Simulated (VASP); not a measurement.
OSZICAR of a VASP run on CuZn (CsCl type):

### OSZICAR
```
       N       E                     dE             d eps       ncg     rms          rms(c)
DAV:   1     0.124535351814E+03    0.12454E+03   -0.13897E+04  6648   0.313E+03
DAV:   2    -0.241296239969E+01   -0.12695E+03   -0.12384E+03  6501   0.361E+02
DAV:   3    -0.605534056248E+01   -0.36424E+01   -0.36258E+01  7959   0.824E+01
DAV:   4    -0.608063087492E+01   -0.25290E-01   -0.25287E-01  7572   0.601E+00
DAV:   5    -0.608094809732E+01   -0.31722E-03   -0.31722E-03  8642   0.700E-01    0.948E+00
DAV:   6    -0.591361718466E+01    0.16733E+00   -0.16962E+01  6958   0.111E+02    0.596E+00
DAV:   7    -0.500786866149E+01    0.90575E+00   -0.37742E+00  6824   0.105E+02    0.223E+00
DAV:   8    -0.501107464748E+01   -0.32060E-02   -0.19010E-01  8858   0.624E+00    0.126E+00
DAV:   9    -0.500151897062E+01    0.95557E-02   -0.21363E-02  8019   0.393E+00    0.526E-02
DAV:  10    -0.500153431721E+01   -0.15347E-04   -0.52640E-04  8917   0.370E-01    0.264E-02
DAV:  11    -0.500153735017E+01   -0.30330E-05   -0.15321E-05  9574   0.845E-02    0.129E-02
DAV:  12    -0.500153636079E+01    0.98938E-06   -0.74077E-07  4535   0.289E-02
   1 F= -.50015364E+01 E0= -.50013479E+01  d E =-.565268E-03
```

Problem. Which electronic solver shows in the log?

Solution. It is blocked Davidson (ALGO = Normal, or the opening steps of other solvers). The INCAR had ALGO = Normal.

Problem. Can the final energy be trusted as converged?

Solution. The run converged. It stopped with EDIFF = 1E-6, NELM = 100 (PBE GGA, plane waves, VASP's PBE PAW potentials (set 64)).

The compound is CuZn in the CsCl type structure. The cell was not relaxed at this level, atoms are displaced from their ideal sites. The run is one of a series of settings (ENCUT = 700 against the base run), some of them coarse on purpose. The electron count is odd and the run is not spin-polarised, which forces a metal.
